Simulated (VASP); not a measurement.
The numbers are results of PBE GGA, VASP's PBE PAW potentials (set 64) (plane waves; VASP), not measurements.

VASP ran on this input.

POSCAR:
```
GaAs
1
    0.0000000000     2.8815000000     2.8815000000
    2.8815000000     0.0000000000     2.8815000000
    2.8815000000     2.8815000000     0.0000000000
Ga As
1 1
Direct
  0.0000000000   0.0000000000   0.0000000000
  0.2500000000   0.2500000000   0.2500000000
```

INCAR:
```
# general
SYSTEM  = GaAs
PREC    = Accurate
ENCUT   = 400   # plane-wave cut-off (eV)
LREAL   = .FALSE.
LASPH   = .TRUE.   # aspherical one-centre terms

# electronic loop
EDIFF   = 1E-6   # SCF stop (eV)
NELM    = 100   # most electronic steps
ALGO    = Normal
LMAXMIX = 4

# smearing
ISMEAR  = 0
SIGMA   = 0.05   # width (eV)

# functional
GGA     = PE   # PBE

# ions
ISIF    = 2

# output
LWAVE   = .FALSE.
LCHARG  = .FALSE.
```

KPOINTS:
```
kpoints
0
G
6 6 6
```

POTCAR, in this order: Ga_d As (PBE.64 set). Program: vasp_std.

What VASP printed:

OSZICAR:
```
       N       E                     dE             d eps       ncg     rms          rms(c)
DAV:   1     0.719711379170E+02    0.71971E+02   -0.82267E+03   416   0.159E+03
DAV:   2    -0.269473487553E+01   -0.74666E+02   -0.72934E+02   451   0.289E+02
DAV:   3    -0.830884816880E+01   -0.56141E+01   -0.55924E+01   541   0.695E+01
DAV:   4    -0.840096068408E+01   -0.92113E-01   -0.92085E-01   457   0.997E+00
DAV:   5    -0.840255898938E+01   -0.15983E-02   -0.15982E-02   534   0.113E+00    0.275E+00
DAV:   6    -0.826423343506E+01    0.13833E+00   -0.26297E-01   628   0.917E+00    0.165E+00
DAV:   7    -0.824797845281E+01    0.16255E-01   -0.67033E-02   507   0.199E+00    0.561E-01
DAV:   8    -0.824890481102E+01   -0.92636E-03   -0.10465E-02   476   0.141E+00    0.909E-02
DAV:   9    -0.824933159793E+01   -0.42679E-03   -0.11097E-03   524   0.489E-01    0.572E-02
DAV:  10    -0.824940231308E+01   -0.70715E-04   -0.83479E-05   499   0.941E-02    0.307E-02
DAV:  11    -0.824946177027E+01   -0.59457E-04   -0.94305E-05   446   0.823E-02    0.417E-03
DAV:  12    -0.824946206640E+01   -0.29612E-06   -0.16536E-06   410   0.199E-02
   1 F= -.82494621E+01 E0= -.82493705E+01  d E =-.183170E-03
```

OUTCAR:
```
------------------------ aborting loop because EDIFF is reached ----------------------------------------
  FORCE on cell =-STRESS in cart. coord.  units (eV):
  Direction    XX          YY          ZZ          XY          YZ          ZX
  --------------------------------------------------------------------------------------
  Total       -0.1802715     -0.1802715     -0.1802715     -0.0000000      0.0000000      0.0000000
  in kB       -6.0360361     -6.0360361     -6.0360361     -0.0000000      0.0000000      0.0000000
  external PRESSURE =      -6.0360361 kB  Pullay stress =       0.0000000 kB
  volume of cell :       47.85
      direct lattice vectors                 reciprocal lattice vectors
     0.000000000  2.881500000  2.881500000    -0.173520736  0.173520736  0.173520736
     2.881500000  0.000000000  2.881500000     0.173520736 -0.173520736  0.173520736
     2.881500000  2.881500000  0.000000000     0.173520736  0.173520736 -0.173520736
  FREE ENERGIE OF THE ION-ELECTRON SYSTEM (eV)
  ---------------------------------------------------
  free  energy   TOTEN  =        -8.2494620664 eV

  energy  without entropy=       -8.2492788961  energy(sigma->0) =       -8.24937048
```
(Selected blocks of OUTCAR.)

### OUTCAR
```
 val. band max:        3.4175501816   @ k =   0.0000   0.0000   0.0000

 cond. band min:       3.5106757032   @ k =   0.0000   0.0000   0.0000


 Fermi energy:         3.4749868831

 k-point     1 :       0.0000    0.0000    0.0000
  band No.  band energies     occupation
      1     -11.3073      2.00000
      2     -11.3073      2.00000
      3     -11.3073      2.00000
      4     -11.2413      2.00000
      5     -11.2413      2.00000
      6      -8.9112      2.00000
      7       3.4175      1.89575
      8       3.4176      1.89574
      9       3.4176      1.89574
     10       3.5107      0.31277
     11       7.1232      0.00000
     12       7.1232      0.00000
     13       7.1232      0.00000

 k-point     2 :       0.1667    0.0000    0.0000
  band No.  band energies     occupation
      1     -11.3241      2.00000
      2     -11.3024      2.00000
      3     -11.3024      2.00000
      4     -11.2415      2.00000
      5     -11.2415      2.00000
      6      -8.6174      2.00000
      7       0.7130      2.00000
      8       3.0686      2.00000
      9       3.0686      2.00000
     10       4.8139      0.00000
     11       7.6343      0.00000
     12       7.6343      0.00000
     13       7.9235      0.00000

 k-point     3 :       0.3333    0.0000    0.0000
  band No.  band energies     occupation
      1     -11.3548      2.00000
      2     -11.2942      2.00000
      3     -11.2942      2.00000
      4     -11.2398      2.00000
      5     -11.2398      2.00000
      6      -7.8643      2.00000
      7      -1.7712      2.00000
      8       2.5602      2.00000
      9       2.5602      2.00000
     10       4.4644      0.00000
     11       8.0596      0.00000
     12       8.0596      0.00000
     13      10.3762      0.00000

 k-point     4 :       0.5000    0.0000    0.0000
  band No.  band energies     occupation
      1     -11.3690      2.00000
      2     -11.2912      2.00000
      3     -11.2911      2.00000
...
```

The compound is GaAs in the zinc blende structure. The cell was not relaxed at this level.
